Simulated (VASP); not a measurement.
Method: PBE GGA, VASP's PBE PAW potentials (set 64) (plane waves; VASP).

VASP ran on this input.

### POSCAR
```
CuZn
1
    2.9426450000     0.0000000000     0.0000000000
    0.0000000000     3.0217000000     0.0000000000
    0.0000000000     0.0000000000     2.8630930000
Zn Cu
1 1
Direct
  0.5000000000   0.5000000000   0.5000000000
  0.0282090000   0.0000000000   0.0000000000
```

**KPOINTS**
```
Automatic mesh
0
Gamma
11 11 11
0 0 0
```

### INCAR
```
# general
SYSTEM =CuZn
PREC   =Accurate
ENCUT  =400
LREAL  =.False.
LASPH  =.True.

# electronic loop
EDIFF  =1E-4
NELM   =100
ALGO   =Normal
LMAXMIX=4

# smearing
ISMEAR =1
SIGMA  =0.1

# functional
GGA    =PE

# ions
ISIF   =2

# output
LWAVE  =.False.
LCHARG =.False.
```

POTCAR, in this order: Zn Cu (PBE.64 set). Program: vasp_std.

The resulting files:

**OUTCAR**
```
 ion  position               nearest neighbor table
   1  0.500  0.500  0.500-   2 2.50   2 2.50   2 2.50   2 2.50   2 2.60   2 2.60   2 2.60   2 2.60
  LATTYP: Found a simple orthorhombic cell.
 ALAT       =     2.8630930000
 B/A-ratio  =     1.0277853356
 C/A-ratio  =     1.0553970828
 Subroutine PRICEL returns:
 Original cell was already a primitive cell.
 Subroutine GETGRP returns: Found  4 space group operations
The static configuration has the point symmetry C_2v.
The dynamic configuration has the point symmetry C_2v.
 Subroutine INISYM returns: Found  4 space group operations
 Subroutine IBZKPT returns following result:
 Found    216 irreducible k-points:

 Following reciprocal coordinates:
            Coordinates               Weight
  0.000000  0.000000  0.000000      1.000000
  0.090909  0.000000  0.000000      2.000000
  0.181818  0.000000  0.000000      2.000000
  0.272727  0.000000  0.000000      2.000000
  0.363636  0.000000  0.000000      2.000000
  0.454545  0.000000  0.000000      2.000000
  0.000000  0.090909  0.000000      2.000000
  0.090909  0.090909  0.000000      4.000000
  0.181818  0.090909  0.000000      4.000000
  0.272727  0.090909  0.000000      4.000000
  0.363636  0.090909  0.000000      4.000000
  0.454545  0.090909  0.000000      4.000000
  0.000000  0.181818  0.000000      2.000000
  0.090909  0.181818  0.000000      4.000000
  0.181818  0.181818  0.000000      4.000000
  0.272727  0.181818  0.000000      4.000000
  0.363636  0.181818  0.000000      4.000000
  0.454545  0.181818  0.000000      4.000000
  0.000000  0.272727  0.000000      2.000000
  0.090909  0.272727  0.000000      4.000000
  0.181818  0.272727  0.000000      4.000000
  0.272727  0.272727  0.000000      4.000000
  0.363636  0.272727  0.000000      4.000000
...
```

**OSZICAR**
```
       N       E                     dE             d eps       ncg     rms          rms(c)
DAV:   1     0.999910675241E+02    0.99991E+02   -0.98300E+03  6792   0.213E+03
DAV:   2    -0.343382722924E+01   -0.10342E+03   -0.10076E+03  6515   0.305E+02
DAV:   3    -0.605761003107E+01   -0.26238E+01   -0.26169E+01  8133   0.661E+01
DAV:   4    -0.607382663099E+01   -0.16217E-01   -0.16216E-01  7453   0.454E+00
DAV:   5    -0.607405888324E+01   -0.23225E-03   -0.23225E-03  8573   0.582E-01    0.956E+00
DAV:   6    -0.590584984074E+01    0.16821E+00   -0.17037E+01  6865   0.108E+02    0.599E+00
DAV:   7    -0.499429804062E+01    0.91155E+00   -0.38359E+00  6805   0.104E+02    0.229E+00
DAV:   8    -0.499725121464E+01   -0.29532E-02   -0.18700E-01  8637   0.603E+00    0.129E+00
DAV:   9    -0.498765065724E+01    0.96006E-02   -0.20342E-02  8005   0.370E+00    0.563E-02
DAV:  10    -0.498765773767E+01   -0.70804E-05   -0.46889E-04  7369   0.275E-01
   1 F= -.49876577E+01 E0= -.49876535E+01  d E =-.126867E-04
```

**OUTCAR**
```
------------------------ aborting loop because EDIFF is reached ----------------------------------------
  FORCE on cell =-STRESS in cart. coord.  units (eV):
  Direction    XX          YY          ZZ          XY          YZ          ZX
  --------------------------------------------------------------------------------------
  Total        0.3580556      0.1113380      0.5186930      0.0000000      0.0000000      0.0000000
  in kB       22.5339018      7.0069566     32.6434696      0.0000000      0.0000000      0.0000000
  external PRESSURE =      20.7281093 kB  Pullay stress =       0.0000000 kB
  volume of cell :       25.46
      direct lattice vectors                 reciprocal lattice vectors
     2.942645000  0.000000000  0.000000000     0.339830323  0.000000000  0.000000000
     0.000000000  3.021700000  0.000000000     0.000000000  0.330939537  0.000000000
     0.000000000  0.000000000  2.863093000     0.000000000  0.000000000  0.349272622
 POSITION                                       TOTAL-FORCE (eV/Angst)
 -----------------------------------------------------------------------------------
      1.47132      1.51085      1.43155         0.403698      0.000000      0.000000
      0.08301      0.00000      0.00000        -0.403698      0.000000      0.000000
 -----------------------------------------------------------------------------------
    total drift:                                0.000895      0.000000      0.000022
  FREE ENERGIE OF THE ION-ELECTRON SYSTEM (eV)
  ---------------------------------------------------
  free  energy   TOTEN  =        -4.9876577377 eV

  energy  without entropy=       -4.9876450510  energy(sigma->0) =       -4.98765351
```
(Selected blocks of OUTCAR.)

OUTCAR:
```
 val. band max:        5.5408672107   @ k =   0.3636   0.3636   0.4545

 cond. band min:       5.5936447016   @ k =   0.4545   0.2727   0.4545


 Fermi energy:         5.5633721961

 k-point     1 :       0.0000    0.0000    0.0000
  band No.  band energies     occupation
      1      -4.7933      2.00000
      2      -2.3040      2.00000
      3      -2.2781      2.00000
      4      -1.6192      2.00000
      5      -1.5854      2.00000
      6      -1.5478      2.00000
      7       1.9405      2.00000
      8       2.0049      2.00000
      9       2.7996      2.00000
     10       2.8325      2.00000
     11       2.8617      2.00000
     12      10.8972      0.00000
     13      11.8428      0.00000
     14      12.7986      0.00000
     15      16.1759      0.00000

 k-point     2 :       0.0909    0.0000    0.0000
  band No.  band energies     occupation
      1      -4.6439      2.00000
      2      -2.2848      2.00000
      3      -2.2477      2.00000
      4      -1.6330      2.00000
      5      -1.5789      2.00000
      6      -1.5605      2.00000
      7       1.9405      2.00000
      8       2.0102      2.00000
      9       2.7428      2.00000
     10       2.8186      2.00000
     11       2.8269      2.00000
     12      10.5046      0.00000
     13      11.1314      0.00000
     14      13.0195      0.00000
     15      16.2658      0.00000

 k-point     3 :       0.1818    0.0000    0.0000
  band No.  band energies     occupation
      1      -4.2042      2.00000
      2      -2.2362      2.00000
      3      -2.1564      2.00000
      4      -1.6699      2.00000
      5      -1.5943      2.00000
      6      -1.5616      2.00000
      7       1.9263      2.00000
      8       2.0235      2.00000
      9       2.5990      2.00000
     10       2.7074      2.00000
     11       2.8116      2.00000
     12       8.2113      0.00000
     13      11.8053      0.00000
     14      13.6617      0.00000
     15      16.5006      0.00000
...
```

The compound is CuZn in the CsCl type structure. The cell was not relaxed at this level, atoms are displaced from their ideal sites. The run is one of a series of settings (EDIFF = 1E-4 against the base run), some of them coarse on purpose. The electron count is odd and the run is not spin-polarised, which forces a metal.
